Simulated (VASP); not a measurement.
# Nb2SiO2 (I4/mmm) in VASP: single point with r2SCAN

Aim: the single point of Nb2SiO2 with r2SCAN.

All numbers are computed with VASP 6.6.1; they aren't measurements. Logs are shortened: lines on timing, memory, paths and dates and some standing lists are left out, and cuts for length are marked.

## Step 1: The crystal as given

The structure is tetragonal, space group I4/mmm (No. 139). Conventional cell: a = 2.882 Å, b = 2.882 Å, c = 14.356 Å, α = 90.00°, β = 90.00°, γ = 90.00°. Nb (site symmetry 4mm) has 5 O at 2.21 to 2.37 Å as nearest neighbours. Si (site symmetry 4/mmm) has 2 O at 2.83 Å and 8 Nb at 2.84 Å and 4 Si at 2.88 Å as nearest neighbours. O (site symmetry 4mm) is surrounded by 5 Nb at 2.21 to 2.37 Å.

The cell was built by a generator and needn't be a form met in nature.

## Step 2: Single point, r2SCAN

File INCAR:

```
SYSTEM = Nb2SiO2
PREC = Accurate
ENCUT = 520
EDIFF = 1E-6
ISMEAR = 0
SIGMA = 0.1
LREAL = .FALSE.
LASPH = .TRUE.
NELM = 150
ALGO = Normal
ISIF = 2
LWAVE = .FALSE.
LCHARG = .FALSE.
METAGGA = R2SCAN
LMIXTAU = .TRUE.
KPAR = 4
```

File KPOINTS:

```
Automatic mesh
0
G
  14 14 14
  0 0 0
```

File POSCAR:

```
Nb2SiO2
1.0
   -1.4407700000      1.4407700000      7.1777600000
    1.4407700000     -1.4407700000      7.1777600000
    1.4407700000      1.4407700000     -7.1777600000
Nb Si O
2 1 2
Direct
    0.1376950000      0.1376950000      0.0000000000
    0.8623050000      0.8623050000      0.0000000000
    0.5000000000      0.5000000000      0.0000000000
    0.6969130000      0.6969130000      0.0000000000
    0.3030870000      0.3030870000      0.0000000000
```

Potentials or basis: VASP PAW PBE potentials, release 64 (Nb_sv, Si, O).

Started as:

```
$ cat potpaw_PBE.64/Nb_sv/POTCAR potpaw_PBE.64/Si/POTCAR potpaw_PBE.64/O/POTCAR > POTCAR
$ mpirun -np 4 vasp_std > vasp.out
```

OUTCAR:

```text
SYSTEM = Nb2SiO2
   PREC = Accurate
   ENCUT = 520
   EDIFF = 1E-6
   ISMEAR = 0
   LREAL = .FALSE.
   LASPH = .TRUE.
   NELM = 150
   ISIF = 2
   METAGGA = R2SCAN

 ion  position               nearest neighbor table
   1  0.138  0.138  0.000-   4 2.21   4 2.21   4 2.21   4 2.21   5 2.37   3 2.84   3 2.84   3 2.84
                             3 2.84
   2  0.862  0.862  0.000-   5 2.21   5 2.21   5 2.21   5 2.21   4 2.37   3 2.84   3 2.84   3 2.84
                             3 2.84
   3  0.500  0.500  0.000-   1 2.84   1 2.84   1 2.84   2 2.84   1 2.84   2 2.84   2 2.84   2 2.84

   4  0.697  0.697  0.000-   1 2.21   1 2.21   1 2.21   1 2.21   2 2.37
   5  0.303  0.303  0.000-   2 2.21   2 2.21   2 2.21   2 2.21   1 2.37

  LATTYP: Found a body centered tetragonal cell.
 ALAT       =     2.8815400000
 C/A-ratio  =     4.9818916274

  Lattice vectors:

 A1 = (  -1.4407700000,   1.4407700000,   7.1777600000)
 A2 = (   1.4407700000,  -1.4407700000,   7.1777600000)
 A3 = (   1.4407700000,   1.4407700000,  -7.1777600000)

Analysis of symmetry for initial positions (statically):
=====================================================================
 Subroutine PRICEL returns:
 Original cell was already a primitive cell.

 Routine SETGRP: Setting up the symmetry group for a
 body centered tetragonal supercell.

 Subroutine GETGRP returns: Found 16 space group operations
 (whereof 16 operations were pure point group operations)
 out of a pool of 16 trial point group operations.

The static configuration has the point symmetry D_4h.

Analysis of symmetry for dynamics (positions and initial velocities):
=====================================================================
 Subroutine PRICEL returns:
 Original cell was already a primitive cell.

 Routine SETGRP: Setting up the symmetry group for a
 body centered tetragonal supercell.

 Subroutine GETGRP returns: Found 16 space group operations
 (whereof 16 operations were pure point group operations)
 out of a pool of 16 trial point group operations.

The dynamic configuration has the point symmetry D_4h.

 Subroutine INISYM returns: Found 16 space group operations
 (whereof 16 operations are pure point group operations),
 and found     1 'primitive' translations

----------------------------------------------------------------------------------------

                                     Primitive cell

  volume of cell :      59.5989

  direct lattice vectors                    reciprocal lattice vectors
    -1.440770000  1.440770000  7.177760000     0.000000000  0.347036654  0.069659615
     1.440770000 -1.440770000  7.177760000     0.347036654  0.000000000  0.069659615
     1.440770000  1.440770000 -7.177760000     0.347036654  0.347036654  0.000000000

  length of vectors
     7.461358791  7.461358791  7.461358791     0.353958898  0.353958898  0.490783943

  position of ions in fractional coordinates (direct lattice)
     0.137695000  0.137695000  0.000000000
     0.862305000  0.862305000  0.000000000
     0.500000000  0.500000000  0.000000000
     0.696913000  0.696913000  0.000000000
     0.303087000  0.303087000  0.000000000

  ion indices of the primitive-cell ions
   primitive index   ion index
                 1           1
                 2           2
                 3           3
                 4           4
                 5           5

----------------------------------------------------------------------------------------

 KPOINTS: Automatic mesh

Automatic generation of k-mesh.
 Grid dimensions read from file:
 generate k-points for:   14   14   14

 Generating k-lattice:

  Cartesian coordinates                     Fractional coordinates (reciprocal lattice)
     0.000000000  0.024788332  0.004975687     0.071428571  0.000000000 -0.000000000
     0.024788332  0.000000000  0.004975687     0.000000000  0.071428571 -0.000000000
     0.024788332  0.024788332  0.000000000     0.000000000  0.000000000  0.071428571

  Length of vectors
     0.025282778  0.025282778  0.035055996

  Shift w.r.t. Gamma in fractional coordinates (k-lattice)
     0.000000000  0.000000000  0.000000000

 Subroutine IBZKPT returns following result:
 ===========================================

 Found    244 irreducible k-points:

 Following reciprocal coordinates:
            Coordinates               Weight
  0.000000  0.000000  0.000000      1.000000
  0.071429 -0.000000  0.000000      8.000000
  0.142857 -0.000000  0.000000      8.000000
  0.214286 -0.000000  0.000000      8.000000
  0.285714 -0.000000  0.000000      8.000000
  0.357143 -0.000000  0.000000      8.000000
[... 16 lines left out ...]
  0.214286  0.142857  0.000000     16.000000
  0.285714  0.142857  0.000000     16.000000
 [... further k-points ...]
   k-points           NKPTS =    244   k-points in BZ     NKDIM =    244   number of bands    NBANDS=     25
   number of dos      NEDOS =    301   number of ions     NIONS =      5
   total plane-waves  NPLWV = 175616
   dimension x,y,z NGX =    56 NGY =   56 NGZ =   56
   dimension x,y,z NGXF=   112 NGYF=  112 NGZF=  112
   ions per type =               2   1   2
   NGX,Y,Z   is equivalent  to a cutoff of  12.48, 12.48, 12.48 a.u.
   NGXF,Y,Z  is equivalent  to a cutoff of  24.95, 24.95, 24.95 a.u.
 SYSTEM =  Nb2SiO2
   PREC   = accura    normal or accurate (medium, high low for compatibility)
   ISTART =      0    job   : 0-new  1-cont  2-samecut
   ICHARG =      2    charge: 1-file 2-atom 10-const
   ISPIN  =      1    spin polarized calculation?
   LNONCOLLINEAR =      F non collinear calculations
   LSORBIT =      F    spin-orbit coupling
   LASPH  =      T    aspherical Exc in radial PAW
   ENCUT  =  520.0 eV  38.22 Ry    6.18 a.u.  13.87 13.87 13.87*2*pi/ulx,y,z
   NELM   =    150;   NELMIN=  2; NELMDL= -5     # of ELM steps
   EDIFF  = 0.1E-05   stopping-criterion for ELM
   LREAL  =      F    real-space projection
   EDIFFG = 0.1E-04   stopping-criterion for IOM
   NSW    =      0    number of steps for IOM
   IBRION =     -1    ionic relax: 0-MD 1-quasi-New 2-CG
   NFREE  =      0    steps in history (QN), initial steepest desc. (CG)
   ISIF   =      2    stress and relaxation
   ISYM   =      2    0-nonsym 1-usesym 2-fastsym
   POTIM  = 0.5000    time-step for ionic-motion
   TEBEG  =    0.0;   TEEND  =   0.0 temperature during run
   PSTRESS=    0.0 pullay stress
   NELECT =      42.0000    total number of electrons
   NUPDOWN=      -1.0000    fix difference up-down
   EMIN   =  10.00;   EMAX   =-10.00  energy-range for DOS
   EFERMI =   0.00;   METHOD = LEGACY
   ISMEAR =     0;   SIGMA  =   0.10  broadening in eV -4-tet -1-fermi 0-gaus
   EFERMI_NEDOS =   21; number of points for ismear=-14 and -15
   IALGO  =     38    algorithm
   IMIX   =      4    mixing-type and parameters
     AMIX     =   0.40;   BMIX     =  1.00
     AMIX_MAG =   1.60;   BMIX_MAG =  1.00
  volume/ion in A,a.u.               =      11.92        80.44
  Fermi-wavevector in a.u.,A,eV,Ry     =   1.456840  2.753028 28.876770  2.122383
  Thomas-Fermi vector in A             =   2.573711
   LORBIT       =      0    0 simple, 1 ext, 2 COOP (PROOUT), +10 PAW based schemes
   METAGGA = R2SCAN    functional components
   LHFCALC =     F    Hartree Fock is set to
   AEXX    =    0.0000 exact exchange contribution
   IVDW    =     0    specifies the selected vdW correction
   LEPSILON=     F    determine dielectric tensor
   LRPA    =     F    only Hartree local field effects (RPA)
 non-spin polarized calculation
 Gauss-broadening in eV      SIGMA  =   0.10
  energy-cutoff  :      520.00
  volume of cell :       59.60
 maximum number of plane-waves:      1630
   NGX = 27   NGY = 27   NGZ = 27

 number of electron      42.0000003 magnetization

 Free energy of the ion-electron system (eV)
  ---------------------------------------------------
  ext. energy  EPLUGINS =         0.00000000
  ---------------------------------------------------
  free energy    TOTEN  =       -78.06183491 eV

  energy without entropy =      -78.05190691  energy(sigma->0) =      -78.05687091

 E-fermi :  11.4425     XC(G=0): -13.4220

 val. band max:       11.4367260870   @ k =  -0.0714  -0.2143   0.0714
 cond. band min:      11.4512415644   @ k =   0.3571  -0.0000   0.0000
 fundamental gap:      0.0145154774
 Fermi energy:        11.4424847017

 k-point     1 :       0.0000    0.0000    0.0000
  band No.  band energies     occupation
      1     -46.2938      2.00000
      2     -46.2850      2.00000
      3     -21.8466      2.00000
      4     -21.6484      2.00000
      5     -21.1613      2.00000
      6     -21.1613      2.00000
[... 17 lines left out ...]
     24      13.3844      0.00000
     25      14.1687      0.00000

 k-point     2 :       0.0714   -0.0000    0.0000
  band No.  band energies     occupation
      1     -46.2883      2.00000
      2     -46.2798      2.00000
      3     -21.8374      2.00000
      4     -21.6432      2.00000
      5     -21.2189      2.00000
      6     -21.2071      2.00000
[... 17 lines left out ...]
     24      13.5212      0.00000
     25      13.8643      0.00000

 k-point     3 :       0.1429   -0.0000    0.0000
  band No.  band energies     occupation
      1     -46.2729      2.00000
      2     -46.2650      2.00000
      3     -21.8128      2.00000
      4     -21.6288      2.00000
      5     -21.3774      2.00000
      6     -21.3631      2.00000
[... 17 lines left out ...]
     24      13.2972      0.00000
     25      13.7798      0.00000

 k-point     4 :       0.2143   -0.0000    0.0000
  band No.  band energies     occupation
      1     -46.2504      2.00000
      2     -46.2436      2.00000
      3     -21.7880      2.00000
      4     -21.6125      2.00000
      5     -21.5969      2.00000
      6     -21.5684      2.00000
[... 17 lines left out ...]
     24      13.0195      0.00000
     25      13.6138      0.00000
[... 477 lines left out ...]
 k-point    22 :       0.1429    0.1429    0.0000
  band No.  band energies     occupation
      1     -46.2522      2.00000
      2     -46.2452      2.00000
      3     -21.7775      2.00000
      4     -21.6117      2.00000
      5     -21.3790      2.00000
      6     -21.3660      2.00000
[... 17 lines left out ...]
     24      13.4124      0.00000
     25      13.8130      0.00000

 k-point    23 :       0.2143    0.1429    0.0000
  band No.  band energies     occupation
      1     -46.2300      2.00000
      2     -46.2240      2.00000
      3     -21.7514      2.00000
      4     -21.5940      2.00000
      5     -21.5714      2.00000
      6     -21.5420      2.00000
[... 17 lines left out ...]
     24      13.5539      0.00000
     25      13.7773      0.00000

 k-point    24 :       0.2857    0.1429    0.0000
  band No.  band energies     occupation
      1     -46.2051      2.00000
      2     -46.2005      2.00000
      3     -21.8330      2.00000
      4     -21.8024      2.00000
      5     -21.6436      2.00000
      6     -21.5715      2.00000
[... 17 lines left out ...]
     24      13.4754      0.00000
     25      13.8613      0.00000

 [... further k-points ...]
[... 5 lines left out ...]
  --------------------------------------------------------------------------------------
  -------------------------------------------------------------------------------------
  Total       -1.5803290     -1.5803290     -0.8818461      0.0000000      0.0000000      0.0000000
  in kB      -42.4834582    -42.4834582    -23.7063752      0.0000000      0.0000000      0.0000000
  external PRESSURE =     -36.2244305 kB  Pullay stress =       0.0000000 kB

 VOLUME and BASIS-vectors are now :
 -----------------------------------------------------------------------------
  energy-cutoff  :      520.00
  volume of cell :       59.60
      direct lattice vectors                 reciprocal lattice vectors
    -1.440770000  1.440770000  7.177760000     0.000000000  0.347036654  0.069659615
     1.440770000 -1.440770000  7.177760000     0.347036654  0.000000000  0.069659615
     1.440770000  1.440770000 -7.177760000     0.347036654  0.347036654  0.000000000

 POSITION                                       TOTAL-FORCE (eV/Angst)
 -----------------------------------------------------------------------------------
      0.00000      0.00000      1.97668         0.000000      0.000000      0.219144
      0.00000      0.00000     12.37884        -0.000000     -0.000000     -0.219144
      0.00000      0.00000      7.17776        -0.000000     -0.000000      0.000000
      0.00000      0.00000     10.00455        -0.000000     -0.000000      0.010027
      0.00000      0.00000      4.35097        -0.000000     -0.000000     -0.010027
 -----------------------------------------------------------------------------------
    total drift:                                0.000000      0.000000     -0.000000

  FREE ENERGIE OF THE ION-ELECTRON SYSTEM (eV)
  ---------------------------------------------------
  free  energy   TOTEN  =       -78.0618349056 eV

  energy  without entropy=      -78.0519069099  energy(sigma->0) =      -78.05687091
```

Wall time 26 min (4 MPI ranks of Intel Xeon Platinum 8488C (Sapphire Rapids), shared host); peak memory 0.71 GiB.

What came out:

```
Free energy            : -78.0618 eV
Pressure               : -3.6 GPa
Largest force          : 0.219 eV/Å
Band gap on the k mesh : none (metal or under the smearing width)
```

Forces in eV/Å, atoms in the order of the input:
```
Nb   0.000  0.000  0.219
Nb   0.000  0.000 -0.219
Si   0.000  0.000  0.000
O    0.000  0.000  0.010
O    0.000  0.000 -0.010
```

Levels at points of the mesh, in eV from the Fermi level:
```csv
k point,band 18,band 19,band 20,band 21,band 22,band 23,band 24,band 25
"(0.00, 0.00, 0.00)",-3.53,-3.47,-1.62,0.65,1.37,1.37,1.94,2.73
"(0.50, 0.00, 0.00)",-5.06,-3.08,-0.15,0.05,1.65,1.74,1.93,2.07
"(0.50, 0.50, 0.00)",-3.76,-3.30,-0.36,-0.19,-0.03,0.13,3.02,4.06
"(0.50, 0.50, 0.50)",-3.66,-3.33,-3.29,0.21,1.61,1.61,2.38,2.43
```

Caveat: the PAW data sets were made with another functional, which shifts forces and pressure a little.
